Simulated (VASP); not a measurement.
OSZICAR of a VASP run on B31N32:

OSZICAR:
```
       N       E                     dE             d eps       ncg     rms          rms(c)
DAV:   1    -0.625570457322E+03   -0.62557E+03   -0.75901E+00   318   0.835E+00    0.272E+00
DAV:   2    -0.625825521578E+03   -0.25506E+00   -0.13292E-01   364   0.955E-01    0.192E+00
DAV:   3    -0.625891790022E+03   -0.66268E-01   -0.33492E-02   372   0.587E-01    0.113E+00
DAV:   4    -0.625884802467E+03    0.69876E-02   -0.19565E-02   372   0.394E-01    0.653E-01
DAV:   5    -0.625883190347E+03    0.16121E-02   -0.38777E-03   372   0.167E-01    0.404E-01
DAV:   6    -0.625882160910E+03    0.10294E-02   -0.73546E-03   365   0.211E-01    0.239E-01
DAV:   7    -0.625882411464E+03   -0.25055E-03   -0.24262E-03   372   0.136E-01    0.198E-01
DAV:   8    -0.625881981555E+03    0.42991E-03   -0.91894E-03   373   0.215E-01    0.156E-01
DAV:   9    -0.625882364119E+03   -0.38256E-03   -0.24945E-03   380   0.152E-01    0.181E-01
DAV:  10    -0.625881985031E+03    0.37909E-03   -0.12220E-02   404   0.237E-01    0.174E-01
DAV:  11    -0.625882342399E+03   -0.35737E-03   -0.29466E-03   381   0.180E-01    0.193E-01
DAV:  12    -0.625882020489E+03    0.32191E-03   -0.16007E-02   404   0.261E-01    0.206E-01
DAV:  13    -0.625882291193E+03   -0.27070E-03   -0.35980E-03   389   0.214E-01    0.208E-01
DAV:  14    -0.625882096630E+03    0.19456E-03   -0.20809E-02   412   0.287E-01    0.245E-01
DAV:  15    -0.625882185980E+03   -0.89349E-04   -0.44826E-03   397   0.255E-01    0.221E-01
DAV:  16    -0.625882232307E+03   -0.46327E-04   -0.26698E-02   372   0.312E-01    0.289E-01
DAV:  17    -0.625882010703E+03    0.22160E-03   -0.56649E-03   404   0.303E-01    0.234E-01
DAV:  18    -0.625882459132E+03   -0.44843E-03   -0.34125E-02   380   0.338E-01    0.340E-01
DAV:  19    -0.625881715469E+03    0.74366E-03   -0.73048E-03   388   0.358E-01    0.245E-01
DAV:  20    -0.625882836900E+03   -0.11214E-02   -0.43702E-02   372   0.364E-01    0.400E-01
DAV:  21    -0.625881244024E+03    0.15929E-02   -0.98189E-03   412   0.425E-01    0.251E-01
DAV:  22    -0.625883429520E+03   -0.21855E-02   -0.55563E-02   364   0.388E-01    0.471E-01
DAV:  23    -0.625880519475E+03    0.29100E-02   -0.13735E-02   396   0.505E-01    0.251E-01
DAV:  24    -0.625884321521E+03   -0.38020E-02   -0.70107E-02   348   0.408E-01    0.554E-01
DAV:  25    -0.625879449583E+03    0.48719E-02   -0.19877E-02   404   0.598E-01    0.243E-01
DAV:  26    -0.625885622561E+03   -0.61730E-02   -0.87800E-02   348   0.425E-01    0.649E-01
DAV:  27    -0.625877909574E+03    0.77130E-02   -0.29631E-02   397   0.708E-01    0.224E-01
DAV:  28    -0.625887459227E+03   -0.95497E-02   -0.10900E-01   348   0.437E-01    0.758E-01
DAV:  29    -0.625875784188E+03    0.11675E-01   -0.44624E-02   397   0.835E-01    0.197E-01
DAV:  30    -0.625889957039E+03   -0.14173E-01   -0.13458E-01   356   0.447E-01    0.882E-01
DAV:  31    -0.625872927339E+03    0.17030E-01   -0.67575E-02   421   0.983E-01    0.165E-01
DAV:  32    -0.625893223729E+03   -0.20296E-01   -0.16481E-01   356   0.457E-01    0.102E+00
DAV:  33    -0.625869250571E+03    0.23973E-01   -0.10002E-01   405   0.115E+00    0.143E-01
DAV:  34    -0.625897398516E+03   -0.28148E-01   -0.20204E-01   364   0.475E-01    0.117E+00
DAV:  35    -0.625864573545E+03    0.32825E-01   -0.14578E-01   421   0.133E+00    0.154E-01
DAV:  36    -0.625902587524E+03   -0.38014E-01   -0.24688E-01   372   0.506E-01    0.134E+00
DAV:  37    -0.625858876780E+03    0.43711E-01   -0.20589E-01   421   0.153E+00    0.203E-01
DAV:  38    -0.625908893324E+03   -0.50017E-01   -0.30147E-01   372   0.552E-01    0.152E+00
DAV:  39    -0.625851999966E+03    0.56893E-01   -0.28513E-01   421   0.175E+00    0.278E-01
DAV:  40    -0.625916337781E+03   -0.64338E-01   -0.36476E-01   372   0.611E-01    0.171E+00
DAV:  41    -0.625844113253E+03    0.72225E-01   -0.38196E-01   421   0.197E+00    0.364E-01
DAV:  42    -0.625924851643E+03   -0.80738E-01   -0.43696E-01   372   0.679E-01    0.190E+00
DAV:  43    -0.625835153024E+03    0.89699E-01   -0.50026E-01   421   0.220E+00    0.462E-01
DAV:  44    -0.625934190242E+03   -0.99037E-01   -0.51388E-01   372   0.756E-01    0.209E+00
DAV:  45    -0.625825585984E+03    0.10860E+00   -0.63085E-01   413   0.243E+00    0.561E-01
DAV:  46    -0.625944184076E+03   -0.11860E+00   -0.59623E-01   372   0.846E-01    0.227E+00
DAV:  47    -0.625815504640E+03    0.12868E+00   -0.77823E-01   413   0.266E+00    0.667E-01
DAV:  48    -0.625954132429E+03   -0.13863E+00   -0.67483E-01   364   0.932E-01    0.243E+00
DAV:  49    -0.625805961539E+03    0.14817E+00   -0.92698E-01   413   0.286E+00    0.768E-01
DAV:  50    -0.625963414022E+03   -0.15745E+00   -0.74708E-01   364   0.101E+00
   1 F= -.62596341E+03 E0= -.62596341E+03  d E =-.288387E-15
```

Problem. Which electronic solver shows in the log?

Solution. It is blocked Davidson (ALGO = Normal, or the opening steps of other solvers). The INCAR had ALGO = Normal.

Problem. Can the final energy be trusted as converged?

Solution. Convergence was not reached. It stopped with EDIFF = 1E-5, NELM = 50 (HSE06 screened hybrid, plane waves, VASP's PBE PAW potentials (set 64)).  The cell is charged, with a uniform compensating background. The supercell is sampled at Γ alone, which is coarse: total energies, pressure and levels can be off, energies of defects by several tenths of an eV.

The cell is a supercell with a defect, built from BN (zinc blende): vac_B, charge -1. The cell's shape comes from a PBE relaxation. The run is not spin-polarised, so no state with unpaired spins was tried.
